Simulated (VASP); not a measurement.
```yaml
crystal:
  lattice:
    - [1.56354, -2.70814, 0.00000]
    - [1.56354, 2.70814, 0.00000]
    - [0.00000, 0.00000, 3.45026]
  atoms:
    - { symbol: Hf, position: [0.00000, 0.00000, 0.00000] }
    - { symbol: B, position: [0.33333, 0.66667, 0.50000] }
    - { symbol: B, position: [0.66667, 0.33333, 0.50000] }
```

The numbers are results of revTPSS meta-GGA, VASP's PBE PAW potentials (set 64) (plane waves; VASP), not measurements. Numerical set-up: 520 eV cut-off, 13×13×10 Γ-centred mesh, tetrahedra with Blöchl corrections, potentials Hf_pv B.

Problem. Give the energies of bands 5 to 11 at the high-symmetry points, in eV from the Fermi level.

Solution. 
```
band      Γ      M      K      A      L      H
----  -----  -----  -----  -----  -----  -----
5     -3.31  -9.40  -8.64  -8.66  -7.81  -9.53
6     -3.17  -4.37  -8.10  -1.38  -5.26  -5.75
7     -3.17  -3.66  -2.82  -1.38  -5.00  -3.41
8     -2.95  -3.20  -2.82   0.10  -2.88  -3.41
9      3.96   2.00   1.56   0.10   3.82   4.45
10     3.96   2.62   1.56   0.80   4.12   5.33
11     4.65   5.51   3.23   0.80   6.22   6.97
```

It has no gap at this level: it comes out as a metal or semimetal.

The compound is HfB2 in the AlB2 type structure. It was relaxed first.
